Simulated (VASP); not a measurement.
Crystal: HfC.

```
CELL_PARAMETERS angstrom
0.00000 2.31714 2.31714
2.31714 0.00000 2.31714
2.31714 2.31714 0.00000
ATOMIC_POSITIONS crystal
Hf 0.00000 0.00000 0.00000
C 0.50000 0.50000 0.50000
```

The cell is a database's computed one.

```yaml
Program: VASP 6.6.1
Task: relaxation of cell and atoms
Functional: PBEsol
Potentials_or_basis: VASP PAW PBE potentials, release 64 (Hf, C)
Cutoff: 580 eV
k_mesh: 16 × 16 × 16
Occupations: gaussian, width 0.1 eV
Spin: no spin polarisation
```

At the start: pressure -4.3 GPa; volume 12.44 Å³/atom.

Task: Where does the relaxation end?

Result: Over 4 steps the energy falls by 2.8 meV/atom and the volume is 12.24 Å³/atom (-1.6 %); space group Fm-3m (No. 225, to 0.05 Å).

The path:
| step | energy change (eV) | largest force (eV/Å) | pressure (GPa) | volume (Å³) |
| --- | --- | --- | --- | --- |
| 1 | 0.0000 | 0.0000 | -4.31 | 24.88 |
| 2 | 0.0161 | 0.0000 | 9.99 | 23.70 |
| 3 | -0.0056 | 0.0000 | 0.19 | 24.45 |
| 4 | -0.0056 | 0.0000 | 0.00 | 24.47 |

Final structure:
```cif
data_structure
_symmetry_space_group_name_H-M 'P 1'
_symmetry_Int_Tables_number 1
_cell_length_a 3.2588
_cell_length_b 3.2588
_cell_length_c 3.2588
_cell_angle_alpha 60.000
_cell_angle_beta 60.000
_cell_angle_gamma 60.000
_cell_volume 24.47
loop_
_atom_site_label
_atom_site_type_symbol
_atom_site_fract_x
_atom_site_fract_y
_atom_site_fract_z
_atom_site_occupancy
Hf1 Hf 0.00000 0.00000 0.00000 1
C1 C 0.50000 0.50000 0.50000 1
```

Caveat: the PAW data sets were made with another functional, which shifts forces and pressure a little.
